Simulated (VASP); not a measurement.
Given:

```xyz
3
Lattice="2.1440 -3.7136 0.0000 2.1440 3.7136 0.0000 0.0000 0.0000 5.9407" Properties=species:S:1:pos:R:3 pbc="T T T"
Te     2.7520    -2.6605     3.9605
Te     3.0721     0.0000     0.0000
Te     2.7520     2.6605     1.9802
```

All values below come from LDA (Ceperley-Alder, Perdew-Zunger) with spin-orbit coupling, VASP's LDA PAW potentials (set 64) (plane waves; VASP 6.6.1). Numerical set-up: 400 eV cut-off, 6×6×4 Γ-centred mesh, Gaussian smearing of 0.050 eV, potentials Te.

Question: Give the energies of bands 11 to 24 at the high-symmetry points, in eV from the Fermi level.

Answer: 
```tsv
band	Γ	M	K	A	L	H
11	-2.51	-4.24	-3.76	-2.54	-3.85	-5.57
12	-2.51	-4.24	-3.76	-2.54	-3.85	-5.57
13	-1.84	-3.96	-3.61	-1.50	-2.85	-1.09
14	-1.84	-3.96	-3.47	-1.50	-2.85	-1.09
15	-1.74	-1.00	-3.47	-1.19	-2.59	-0.28
16	-1.74	-1.00	-3.40	-1.19	-2.59	-0.28
17	-1.14	-0.85	-3.21	-0.74	-0.39	-0.06
18	-1.14	-0.85	-3.21	-0.74	-0.39	0.00
19	0.44	0.51	2.88	0.13	0.28	0.00
20	0.44	0.51	2.91	0.13	0.28	0.13
21	1.23	0.57	3.06	0.28	1.79	0.75
22	1.23	0.57	3.06	0.28	1.79	0.89
23	1.80	2.30	3.19	0.47	2.71	1.00
24	1.80	2.30	3.19	0.47	2.71	1.00
```

It has no gap at this level: it comes out as a metal or semimetal.

The compound is Te in the trig structure. It was relaxed first, which changed the volume by -7 %.
